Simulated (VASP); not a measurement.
Input:

```yaml
crystal:
  lattice:
    - [3.82850, 0.00000, 0.00000]
    - [0.00000, 3.82850, 0.00000]
    - [0.00000, 0.00000, 3.82850]
  atoms:
    - { symbol: K, position: [0.00000, 0.00000, 0.00000] }
    - { symbol: Mg, position: [0.50000, 0.50000, 0.50000] }
    - { symbol: F, position: [0.50000, 0.00000, 0.50000] }
    - { symbol: F, position: [0.00000, 0.50000, 0.50000] }
    - { symbol: F, position: [0.50000, 0.50000, 0.00000] }
```

Method: LDA (Ceperley-Alder, Perdew-Zunger), VASP's LDA PAW potentials (set 64) (plane waves; VASP 6.6.1). Numerical set-up: 620 eV cut-off, 6×6×6 Γ-centred mesh, Gaussian smearing of 0.050 eV, potentials K_sv Mg F.

### Question
What does the run give for the energy per atom (σ→0), pressure, band gap (on the k-mesh) with the smallest direct gap where there is one?

### Answer

```yaml
band gap (on the k-mesh): 7.94 eV
smallest direct gap (on the k-mesh): 8.26 eV
energy per atom (σ→0): -5.418 eV/atom
pressure: 5.03 GPa
```

Only differences to runs with the same potentials and settings are physical.

The compound is KMgF3 in the cubic perovskite structure. It was relaxed first under an external pressure of 5 GPa.
